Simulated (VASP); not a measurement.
CdSe (zinc blende), at 0.96 of the tabulated volume:

```yaml
crystal:
  lattice:
    - [0.00000, 2.98412, 2.98412]
    - [2.98412, 0.00000, 2.98412]
    - [2.98412, 2.98412, 0.00000]
  atoms:
    - { symbol: Cd, position: [0.00000, 0.00000, 0.00000] }
    - { symbol: Se, position: [0.25000, 0.25000, 0.25000] }
```

The lowest empty band near Γ, direction [110], from PBE with spin-orbit coupling in VASP (PAW); its two spin partners are averaged. The gap over the points computed is 0.61 eV, and the next band on that side lies 4.92 eV away at the edge.

Settings: 400 eV cut-off, 9×9×9 Γ-centred mesh, Gaussian smearing of 0.050 eV, potentials Cd Se.

| distance from the edge in k (1/Å) | distance in energy (meV) |
|---|---|
| 0.012 | 8.4 |
| 0.018 | 18.7 |
| 0.025 | 35.2 |
| 0.035 | 65.9 |
| 0.050 | 123.9 |
| 0.070 | 215.7 |

Q: Fit E(1 + αE) = ħ²k²/2m* (ħ²/2m0 = 3.810 eV Å²) and predict the row at 0.095 1/Å.

A: Least squares on the energies gives the electron mass m* = 0.064 m0 and α = 1.64 per eV, and so 343.9 meV. The run gave 342.9 meV, -1.0 meV from the fit. So light an electron mass at Γ scales with the gap, and carries this level's error in it.

Left out are points under 3 meV from the edge, since the levels carry 0.1 meV, and points farther than half the way to the next band.

The compound is CdSe in the zinc blende structure, whereas wurtzite is the usual form. The cell was not relaxed at this level.
